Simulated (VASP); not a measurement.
```
C
1.0
    0.00000     1.81917     1.81917
    1.81917     0.00000     1.81917
    1.81917     1.81917     0.00000
C
2
Direct
  0.00000   0.00000   0.00000
  0.25000   0.25000   0.25000
```

These are PBE GGA, VASP's PBE PAW potentials (set 64) (plane waves; VASP) values and carry that method's errors. Settings: 520 eV cut-off, 1×1×1 Γ-centred mesh, Gaussian smearing of 0.050 eV, potentials C.

**Question.** Give the stress tensor in GPa (positive for a compressed cell).

**Answer.** 
```
271.27    0.00    0.00
  0.00  271.27    0.00
  0.00    0.00  271.27
```
The pressure is its mean diagonal, 271.27 GPa.

The compound is C in the diamond structure. The cell was not relaxed at this level. The k-mesh is coarse (spacing up to 2.99 per Å, 2π included), so the numbers may not be converged in it. The run is one of a series of settings (KPOINTS 1×1×1 Γ-centred mesh against the base run), some of them coarse on purpose.
